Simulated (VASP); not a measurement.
**AgAs: equation of state with PBE**

AgAs:

```
CELL_PARAMETERS angstrom
4.99138 0.00000 0.00000
0.00000 2.96079 0.00000
0.00000 0.00000 5.17270
ATOMIC_POSITIONS crystal
Ag 0.75000 0.00000 0.16477
Ag 0.25000 0.00000 0.83523
As 0.25000 0.50000 0.33436
As 0.75000 0.50000 0.66565
```

The cell comes from a database or a generator and needn't be the stable form of this composition.

```yaml
Program: VASP 6.6.1
Task: equation of state
Functional: PBE
Potentials_or_basis: VASP PAW PBE potentials, release 64 (Ag, As)
Cutoff: 520 eV
k_mesh: 6 × 9 × 5
Occupations: fermi-dirac, width 0.05 eV
Spin: no spin polarisation
Further_INCAR_settings: ALGO = Normal; EDIFF = 1e-07; NBANDS = 24
```

```json
{
 "Equilibrium volume": "18.91 Å³/atom",
 "Bulk modulus at fixed shape and positions": "84 GPa",
 "Pressure derivative of the bulk modulus": "5.1"
}
```

Energy against volume, from the lowest point:
```tsv
volume (Å³/atom)	energy (meV/atom)
17.964	13.28
18.347	4.21
18.729	0.00
19.111	0.10
19.493	4.02
19.876	11.30
20.258	21.56
```

All runs of the series together: 6.8 min on 1 thread of Intel(R) Xeon(R) Platinum 8488C (Sapphire Rapids), with other jobs on the host.

Caveat: the cell was scaled at fixed shape and fractional positions, which overstates the stiffness of a crystal with free parameters, most of all of layers and chains.
